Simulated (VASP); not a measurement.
Input of a VASP 6.6.1 run:

The input INCAR:

```
PREC = Accurate
ENCUT = 520
EDIFF = 1E-6
ISMEAR = 0
SIGMA = 0.02
LREAL = False
LASPH = True
NELM = 100
ALGO = Normal
ISIF = 2
LWAVE = False
LCHARG = False
GGA = PE
NBANDS = 26
```

The input KPOINTS:

```
Automatic mesh
0
Gamma
  9 9 6
```

Contents of POSCAR:

```
ZnO
1.0
    3.2790867922      0.0000000000      0.0000000000
   -1.6395433961      2.8397724632      0.0000000000
    0.0000000000      0.0000000000      5.2928719384
Zn O
2 2
Direct
    0.3333333333      0.6666666667      0.0014808809
    0.6666666667      0.3333333333      0.5014808809
    0.3333333333      0.6666666667      0.3806191191
    0.6666666667      0.3333333333      0.8806191191
```

Potentials or basis: VASP PAW PBE potentials, release 64 (Zn, O).

Launch:

```bash
$ cat potpaw_PBE.64/Zn/POTCAR potpaw_PBE.64/O/POTCAR > POTCAR
$ mpirun -np 1 vasp_std > vasp.out
```

(1) Estimate the pressure.

(2) What does it give for the band gap on the k mesh?

Results:

(1) 0.9 GPa.

(2) 0.73 eV, direct.

**Experimental background.**

From “Electronic structure of alkaline earth and post-transition metal oxides”, 2009, arxiv:0908.1581, for a bulk crystal of ZnO: band gap 3.37 eV.

Against the measured gap of ZnO, 3.37 eV (quoted in “Electronic structure of alkaline earth and post-transition metal oxides”, 2009, arxiv:0908.1581), the calculated 0.73 eV is off by -2.64 eV. So large a miss can be the level of theory's own, or it may mean another phase, state or a wrong row. The value is that of PBE, without temperature or zero-point motion. Semilocal functionals fall short of measured gaps as a rule.
